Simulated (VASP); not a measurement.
The system is InAs.

```
In As
1.0
     0.00000    3.01800    3.01800
     3.01800    0.00000    3.01800
     3.01800    3.01800    0.00000
In As
1 1
Cartesian
  0.0000 0.0000 0.0000
  1.5090 1.5090 1.5090
```

| Quantity | Value |
| --- | --- |
| Program | VASP 6.6.1 |
| Task | relaxation of cell and atoms |
| Functional | PBEsol |
| Potentials or basis | VASP PAW PBE potentials, release 64 (In_d, As) |
| Cutoff | 600 eV |
| k mesh | 10 × 10 × 10 |
| Occupations | gaussian, width 0.03 eV |
| Spin | no spin polarisation |

At the start: pressure 1.6 GPa; volume 27.49 Å³/atom.

Q: How do energy, volume and symmetry change on relaxing?

A: Over 3 steps the energy falls by 3.7 meV/atom and the volume is 28.25 Å³/atom (+2.8 %); space group F-43m (No. 216, to 0.05 Å).

The path:
| step | energy change (eV) | largest force (eV/Å) | pressure (GPa) | volume (Å³) |
| --- | --- | --- | --- | --- |
| 1 | 0.0000 | 0.0000 | 1.62 | 54.98 |
| 2 | -0.0059 | 0.0000 | -0.70 | 57.21 |
| 3 | -0.0075 | 0.0000 | 0.01 | 56.49 |

Final structure:
```
In As
1.0
     0.00000    3.04545    3.04545
     3.04545    0.00000    3.04545
     3.04545    3.04545    0.00000
In As
1 1
Direct
  0.00000 0.00000 0.00000
  0.25000 0.25000 0.25000
```

Caveat: the PAW data sets were made with another functional, which shifts forces and pressure a little.
